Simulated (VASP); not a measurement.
Consider the following.

```yaml
crystal:
  lattice:
    - [0.00000, 3.21050, 3.21050]
    - [3.21050, 0.00000, 3.21050]
    - [3.21050, 3.21050, 0.00000]
  atoms:
    - { symbol: Hg, position: [0.00000, 0.00000, 0.00000] }
    - { symbol: Te, position: [0.25000, 0.25000, 0.25000] }
```

These are SCAN meta-GGA, VASP's PBE PAW potentials (set 64) (plane waves; VASP) values and carry that method's errors. Numerical set-up: 520 eV cut-off, 10×10×10 Γ-centred mesh, first-order Methfessel-Paxton smearing of 0.10 eV, potentials Hg Te.

Unless said otherwise, spin-orbit coupling is left out, though it shifts the bands of the heavy elements here.

### Question
What does the run give for the energy per atom (σ→0), pressure, band gap (on the k-mesh) with the smallest direct gap where there is one?

### Answer

| Property | Result |
|---|---|
| band gap (on the k-mesh) | none (metal, semimetal or under 0.01 eV) |
| energy per atom (σ→0) | -52.849 eV/atom |
| pressure | 1.39 GPa |

Only differences to runs with the same potentials and settings are physical.

The compound is HgTe in the zinc blende structure. This cell is one point of a volume scan, at 0.97 of the reference volume.
